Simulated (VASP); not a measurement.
Calculation: PBE GGA, VASP's PBE PAW potentials (set 64) (plane waves; VASP).

The input files of a VASP run:

### POSCAR
```
GaSi63
1.0
 10.9370747004   0.0000000000   0.0000000000
  0.0000000000  10.9370747004   0.0000000000
  0.0000000000   0.0000000000  10.9370747004
Si Ga
63 1
Cart
  5.4685373502   0.0000000000   0.0000000000
  6.8356716878   1.3671343376   1.3671343376
  8.2028060253   2.7342686751   0.0000000000
  9.5699403628   4.1014030126   1.3671343376
  8.2028060253   0.0000000000   2.7342686751
  9.5699403628   1.3671343376   4.1014030126
  0.0000000000   0.0000000000   0.0000000000
  1.3671343376   1.3671343376   1.3671343376
  2.7342686751   2.7342686751   0.0000000000
  4.1014030126   4.1014030126   1.3671343376
  5.4685373502   5.4685373502   0.0000000000
  6.8356716878   6.8356716878   1.3671343376
  8.2028060253   8.2028060253   0.0000000000
  9.5699403628   9.5699403628   1.3671343376
  2.7342686751   0.0000000000   2.7342686751
  4.1014030126   1.3671343376   4.1014030126
  5.4685373502   2.7342686751   2.7342686751
  6.8403636928   4.1484543080   4.1414108319
  8.2028060253   5.4685373502   2.7342686751
  9.5699403628   6.8356716878   4.1014030126
  5.4685373502   0.0000000000   5.4685373502
  6.8356716878   1.3671343376   6.8356716878
  8.2028060253   2.7342686751   5.4685373502
  9.5699403628   4.1014030126   6.8356716878
  8.2028060253   0.0000000000   8.2028060253
  9.5699403628   1.3671343376   9.5699403628
  0.0000000000   5.4685373502   0.0000000000
  1.3671343376   6.8356716878   1.3671343376
  2.7342686751   8.2028060253   0.0000000000
  4.1014030126   9.5699403628   1.3671343376
  0.0000000000   2.7342686751   2.7342686751
  1.3671343376   4.1014030126   4.1014030126
  2.7342686751   5.4685373502   2.7342686751
  4.1120557234   6.8548881280   4.1054606674
  5.4685373502   8.2028060253   2.7342686751
  6.8356716878   9.5699403628   4.1014030126
  0.0000000000   0.0000000000   5.4685373502
  1.3671343376   1.3671343376   6.8356716878
  2.7342686751   2.7342686751   5.4685373502
  4.1136197251   4.1485636788   6.8523507267
  6.8117085571   6.7944389161   6.8531819443
  8.2028060253   8.2028060253   5.4685373502
  9.5699403628   9.5699403628   6.8356716878
  2.7342686751   0.0000000000   8.2028060253
  4.1014030126   1.3671343376   9.5699403628
  5.4685373502   2.7342686751   8.2028060253
  6.8356716878   4.1014030126   9.5699403628
  8.2028060253   5.4685373502   8.2028060253
  9.5699403628   6.8356716878   9.5699403628
  0.0000000000   8.2028060253   2.7342686751
  1.3671343376   9.5699403628   4.1014030126
  0.0000000000   5.4685373502   5.4685373502
  1.3671343376   6.8356716878   6.8356716878
  2.7342686751   8.2028060253   5.4685373502
  4.1014030126   9.5699403628   6.8356716878
  0.0000000000   2.7342686751   8.2028060253
  1.3671343376   4.1014030126   9.5699403628
  2.7342686751   5.4685373502   8.2028060253
  4.1014030126   6.8356716878   9.5699403628
  5.4685373502   8.2028060253   8.2028060253
  6.8356716878   9.5699403628   9.5699403628
  0.0000000000   8.2028060253   8.2028060253
  1.3671343376   9.5699403628   9.5699403628
  5.4631891207   5.4407899917   5.5073749025
```

### INCAR
```
SYSTEM = GaSi63
PREC = Normal; ENCUT = 400; LREAL = Auto
LASPH = .True.; ISYM = 0; NELECT = 256.0
EDIFF = 1E-5; NELM = 100; NELMIN = 4
ALGO = Fast; LMAXMIX = 4
ISMEAR = 0; SIGMA = 0.05
GGA = PE
IBRION = 2; NSW = 60; ISIF = 2
EDIFFG = -0.03
LWAVE = .True.; LCHARG = .False.
```

KPOINTS:
```
Automatic mesh
0
Gamma
1 1 1
0 0 0
```

POTCAR, in this order: Si Ga (PBE.64 set). Program: vasp_gam.

The cell is charged, with a uniform compensating background. The supercell is sampled at Γ alone, which is coarse: total energies, pressure and levels can be off, energies of defects by several tenths of an eV.

Predict the energy per atom (σ→0).

```json
{
  "energy per atom (σ→0)": "-5.180 eV/atom"
}
```

File OSZICAR:
```
...
RMM:   4    -0.331548209939E+03   -0.28052E-05   -0.40489E-05   239   0.166E-02
   7 F= -.33154821E+03 E0= -.33154821E+03  d E =-.375272E-02
       N       E                     dE             d eps       ncg     rms          rms(c)
DAV:   1    -0.331549232436E+03   -0.10253E-02   -0.30002E-02   348   0.334E-01    0.842E-02
RMM:   2    -0.331549354374E+03   -0.12194E-03   -0.14532E-03   322   0.868E-02    0.339E-02
RMM:   3    -0.331549369019E+03   -0.14644E-04   -0.26629E-04   326   0.401E-02    0.156E-02
RMM:   4    -0.331549372623E+03   -0.36045E-05   -0.51274E-05   275   0.182E-02
   8 F= -.33154937E+03 E0= -.33154937E+03  d E =-.116268E-02
```

The cell is a supercell with a defect, built from Si (diamond): Ga_Si, charge -1. The run is not spin-polarised, so no state with unpaired spins was tried.
